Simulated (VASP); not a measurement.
Computed with PBE GGA, VASP's PBE PAW potentials (set 64) (plane waves; VASP).

VASP ran on this input.

### POSCAR
```
TiB2
1
    1.5230848276    -2.6380603322     0.0000000000
    1.5230848276     2.6380603322     0.0000000000
    0.0000000000     0.0000000000     3.2442960234
Ti B
1 2
Direct
  0.0000000000   0.0000000000   0.0000000000
  0.3333330000   0.6666670000   0.5000000000
  0.6666670000   0.3333330000   0.5000000000
```

**KPOINTS**
```
Automatic mesh
0
Gamma
10 10 10
0 0 0
```

### INCAR
```
SYSTEM = TiB2
PREC = Accurate
ENCUT = 600
EDIFF = 1E-7
NELM = 100
ALGO = Normal
LREAL = .FALSE.
LASPH = .TRUE.
ISMEAR = 1
SIGMA = 0.1
GGA = PE
LMAXMIX = 4
LWAVE = .FALSE.
LCHARG = .FALSE.
ISIF = 2
```

POTCAR, in this order: Ti_sv B (PBE.64 set). Program: vasp_std.

Output

**OUTCAR**
```
 ion  position               nearest neighbor table
   1  0.000  0.000  0.000-   2 2.39   3 2.39   2 2.39   3 2.39   3 2.39   3 2.39   2 2.39   2 2.39
                             3 2.39   3 2.39   2 2.39   2 2.39
   2  0.333  0.667  0.500-   3 1.76   3 1.76   3 1.76   1 2.39   1 2.39   1 2.39   1 2.39   1 2.39
                             1 2.39
   3  0.667  0.333  0.500-   2 1.76   2 1.76   2 1.76   1 2.39   1 2.39   1 2.39   1 2.39   1 2.39
                             1 2.39
  LATTYP: Found a hexagonal cell.
 ALAT       =     3.0461696782
 C/A-ratio  =     1.0650411389
 Subroutine PRICEL returns:
 Original cell was already a primitive cell.
 Subroutine GETGRP returns: Found 24 space group operations
The static configuration has the point symmetry D_6h.
The dynamic configuration has the point symmetry D_6h.
 Subroutine INISYM returns: Found 24 space group operations
 Subroutine IBZKPT returns following result:
 Found     84 irreducible k-points:

 Following reciprocal coordinates:
            Coordinates               Weight
  0.000000  0.000000  0.000000      1.000000
  0.100000  0.000000  0.000000      6.000000
  0.200000  0.000000  0.000000      6.000000
  0.300000 -0.000000  0.000000      6.000000
...
```

File OSZICAR:
```
       N       E                     dE             d eps       ncg     rms          rms(c)
DAV:   1     0.136693619539E+03    0.13669E+03   -0.10225E+04  2189   0.174E+03
DAV:   2    -0.186379427909E+02   -0.15533E+03   -0.15081E+03  2259   0.415E+02
DAV:   3    -0.291889673692E+02   -0.10551E+02   -0.10393E+02  3214   0.982E+01
DAV:   4    -0.295535485623E+02   -0.36458E+00   -0.36354E+00  2837   0.169E+01
DAV:   5    -0.295629685554E+02   -0.94200E-02   -0.94196E-02  3234   0.246E+00    0.164E+01
DAV:   6    -0.243973780215E+02    0.51656E+01   -0.26895E+01  2908   0.592E+01    0.381E+00
DAV:   7    -0.244241116115E+02   -0.26734E-01   -0.17918E+00  2448   0.158E+01    0.322E+00
DAV:   8    -0.244327361956E+02   -0.86246E-02   -0.18304E-01  3134   0.400E+00    0.798E-01
DAV:   9    -0.244244572372E+02    0.82790E-02   -0.83409E-02  2892   0.383E+00    0.305E-01
DAV:  10    -0.244235301312E+02    0.92711E-03   -0.57220E-03  2736   0.104E+00    0.610E-02
DAV:  11    -0.244235520958E+02   -0.21965E-04   -0.47863E-04  3180   0.285E-01    0.532E-02
DAV:  12    -0.244235291621E+02    0.22934E-04   -0.14698E-04  2820   0.166E-01    0.996E-03
DAV:  13    -0.244235290877E+02    0.74324E-07   -0.87358E-06  2705   0.368E-02    0.250E-03
DAV:  14    -0.244235290509E+02    0.36848E-07   -0.42723E-07  2616   0.752E-03
   1 F= -.24423529E+02 E0= -.24423240E+02  d E =-.867317E-03
```

### OUTCAR
```
------------------------ aborting loop because EDIFF is reached ----------------------------------------
  FORCE on cell =-STRESS in cart. coord.  units (eV):
  Direction    XX          YY          ZZ          XY          YZ          ZX
  --------------------------------------------------------------------------------------
  Total       -0.6118696     -0.6118696     -0.5339378      0.0000000      0.0000000     -0.0000000
  in kB      -37.6019326    -37.6019333    -32.8127009      0.0000000      0.0000000     -0.0000000
  external PRESSURE =     -36.0055223 kB  Pullay stress =       0.0000000 kB
  volume of cell :       26.07
      direct lattice vectors                 reciprocal lattice vectors
     1.523084828 -2.638060332  0.000000000     0.328281125 -0.189533194  0.000000000
     1.523084828  2.638060332  0.000000000     0.328281125  0.189533194  0.000000000
     0.000000000  0.000000000  3.244296023     0.000000000  0.000000000  0.308233279
 POSITION                                       TOTAL-FORCE (eV/Angst)
 -----------------------------------------------------------------------------------
      0.00000      0.00000      0.00000        -0.000000      0.000000     -0.000000
      1.52308      0.87936      1.62215         0.000000     -0.000000     -0.000000
      1.52308     -0.87936      1.62215        -0.000000      0.000000      0.000000
 -----------------------------------------------------------------------------------
    total drift:                                0.000000     -0.000000      0.000000
  FREE ENERGIE OF THE ION-ELECTRON SYSTEM (eV)
  ---------------------------------------------------
  free  energy   TOTEN  =       -24.4235290509 eV

  energy  without entropy=      -24.4226617344  energy(sigma->0) =      -24.42323995
```
(Selected blocks of OUTCAR.)

The compound is TiB2 in the AlB2 type structure. This cell was strained or had an atom moved on purpose.
